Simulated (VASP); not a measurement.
Ge, 2 atoms in the cell. The structure is cubic, space group Fd-3m (No. 227). The conventional cell has a = 5.713 Å, b = 5.713 Å, c = 5.713 Å, α = 90.00°, β = 90.00°, γ = 90.00°. Around Ge (site symmetry -43m) lie 4 Ge at 2.47 Å. The cell was built by a generator and needn't be a form met in nature.

| Quantity | Value |
| --- | --- |
| Program | VASP 6.6.1 |
| Task | relaxation of cell and atoms |
| Functional | PBEsol |
| Potentials or basis | VASP PAW PBE potentials, release 64 (Ge_d) |
| Cutoff | 600 eV |
| k mesh | 10 × 10 × 10 |
| Occupations | gaussian, width 0.03 eV |
| Spin | no spin polarisation |
| Further INCAR settings | ALGO = Normal; EDIFF = 1e-06; IBRION = 2; EDIFFG = -0.01; NSW = 90; ISIF = 3 |

Potentials or basis: VASP PAW PBE potentials, release 64 (Ge_d).

Launch:

```sh
$ cat potpaw_PBE.64/Ge_d/POTCAR > POTCAR
$ mpirun -np 1 vasp_std > vasp.out
```

Hardware: 1 thread of Intel(R) Xeon(R) Platinum 8488C (Sapphire Rapids), with other jobs on the host.

Question: How long does it take, and how much memory?

Answer: It took 110 s on 1 thread of Intel(R) Xeon(R) Platinum 8488C (Sapphire Rapids), with other jobs on the host, peak memory 0.2 GiB. Counts: scf iterations 41, k points 47, ion steps 6.
